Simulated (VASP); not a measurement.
```xyz
2
Lattice="0.0000 2.3877 2.3877 2.3877 0.0000 2.3877 2.3877 2.3877 0.0000" Properties=species:S:1:pos:R:3 pbc="T T T"
B      0.0000     0.0000     0.0000
As     1.1938     1.1938     1.1938
```

Level of theory: AM05 GGA, VASP's PBE PAW potentials (set 64) (plane waves; VASP). Numerical set-up: 520 eV cut-off, Gaussian smearing of 0.050 eV, potentials B As.

### Question
Give the energies of bands 2 to 7 at the high-symmetry points, in eV from the valence-band maximum.

### Answer

```csv
band,Γ,X,U,L,W
2,0.00,-8.53,-8.14,-8.82,-8.04
3,0.00,-4.11,-6.01,-1.83,-5.54
4,0.00,-4.11,-3.52,-1.83,-5.25
5,3.23,1.35,1.98,2.70,5.20
6,3.23,1.38,5.50,4.73,5.91
7,3.23,11.36,9.19,4.73,6.72
```

The gap is indirect, 1.11 eV, from the valence maximum at Γ to the conduction minimum at Γ-X at 0.79.

Measured: gap 1.82 eV (computed value off by -0.71 eV), as given by Wikipedia, List of semiconductor materials.

The compound is BAs in the zinc blende structure. It was relaxed first.
